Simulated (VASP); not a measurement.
Shape and ions are relaxed at each volume.

Given:

Space group I4₁/amd, origin choice 1 (No. 141); a = 5.8439 Å, b = 5.8439 Å, c = 3.1776 Å, α = 90.00°, β = 90.00°, γ = 90.00°

| atom | site | symmetry | x | y | z |
|---|---|---|---|---|---|
| Sn | 4a | -4m2 | 0.0000 | 0.0000 | 0.0000 |
(The calculation used a cell of 2 atoms; values per cell refer to that cell.)

Method: vdW-DF-cx, VASP's PBE PAW potentials (set 64) (plane waves; VASP). Settings: 520 eV cut-off, 13×13×13 Γ-centred mesh, first-order Methfessel-Paxton smearing of 0.10 eV, potentials Sn_d.

**Question.** Give the energy at these volumes per atom, relative to the lowest: 25.47, 26.28, 27.10, 27.91, 28.72 Å³.

**Answer.** 19.6, 4.8, 0.0, 3.6, 14.3 meV/atom. A third-order Birch-Murnaghan fit gives B0 = 54.8 GPa and B0′ = 4.8.

Measured: bulk modulus 57.0 GPa (computed value off by -3.9 %), as given by Tao Chen et al., Physical Review Materials (2023), arXiv:2209.05059. The calculation is for a static lattice, while the measured bulk modulus holds thermal and zero-point effects, which are part of the difference.

The compound is Sn in the beta structure. It was relaxed first.
